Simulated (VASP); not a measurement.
**AlN (space group P6_3/mmc): computed properties**

Computed with LDA (Ceperley-Alder, Perdew-Zunger), VASP's LDA PAW potentials (set 64) (plane waves; VASP).

```json
{
 "space_group": "P6_3/mmc (194)",
 "cell": "a = 3.278 Å, b = 3.278 Å, c = 4.107 Å, α = 90.00°, β = 90.00°, γ = 120.00°",
 "volume_per_atom": "9.55 Å³/atom",
 "band gap (over mesh and band path)": "3.61 eV",
 "smallest direct gap (over mesh and band path)": "3.61 eV",
 "hill_bulk_modulus": "225 GPa",
 "hill_shear_modulus": "129 GPa",
 "Poisson's ratio": "0.260",
 "band_edge_character": "direct, Γ to Γ",
 "density": "3.56 g/cm³",
 "mean ε∞ (DFPT)": "4.57",
 "mean ε∞ (independent particles)": "4.79",
 "mean static ε": "17.98",
 "optical Γ-point spectrum": "286, 337 (×2), 418, 689, 690 (×2), 706 (×2) cm⁻¹",
 "C11": "373 GPa",
 "C12": "206 GPa",
 "C13": "140 GPa",
 "C33": "329 GPa",
 "C44": "211 GPa",
 "C66": "83.2 GPa"
}
```

Space group P6₃/mmc (No. 194); a = 3.2778 Å, b = 3.2778 Å, c = 4.1070 Å, α = 90.00°, β = 90.00°, γ = 120.00°

```
atom  site  symmetry       x       y       z
----  ----  --------  ------  ------  ------
Al      2d      -6m2  0.6667  0.3333  0.2500
N       2c      -6m2  0.3333  0.6667  0.2500
```

The structure comes from a computed database's AlN entry (P6_3/mmc); how it stands against other phases isn't given here. It was relaxed first. Symmetry was kept, so distortions that lower it aren't found.
